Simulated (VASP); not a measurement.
These are AM05 GGA, VASP's PBE PAW potentials (set 64) (plane waves; VASP) values and carry that method's errors.

VASP ran on this input.

**POSCAR**
```
C
1
    0.0000000000     1.7766709515     1.7766709515
    1.7766709515    -0.0000000000     1.7766709515
    1.7766709515     1.7766709515     0.0000000000
C
2
Direct
  0.0000000000   0.0000000000   0.0000000000
  0.2500000000   0.2500000000   0.2500000000
```

### KPOINTS
```
Regular mesh
0
G
14 14 14
0 0 0
```

INCAR:
```
ALGO = Normal
EDIFF = 1E-7
ENCUT = 520
GGA = AM
ISIF = 2
ISMEAR = -5
LASPH = .TRUE.
LCHARG = .TRUE.
LORBIT = 11
LREAL = .FALSE.
LWAVE = .FALSE.
NEDOS = 601
NELM = 100
PREC = Accurate
SYSTEM = C
```

POTCAR, in this order: C (PBE.64 set). Program: vasp_std.

Q: What will the output report for the number of irreducible k-points (NKPTS), largest plane-wave count, number of space-group operations, FFT grid (NGX, NGY, NGZ)?

A: 
The number of irreducible k-points (NKPTS) is 104, the largest plane-wave count is 311 and the number of space-group operations is 48. The FFT grid (NGX, NGY, NGZ) comes out as 20 × 20 × 20.

The compound is C in the diamond structure. It was relaxed first.
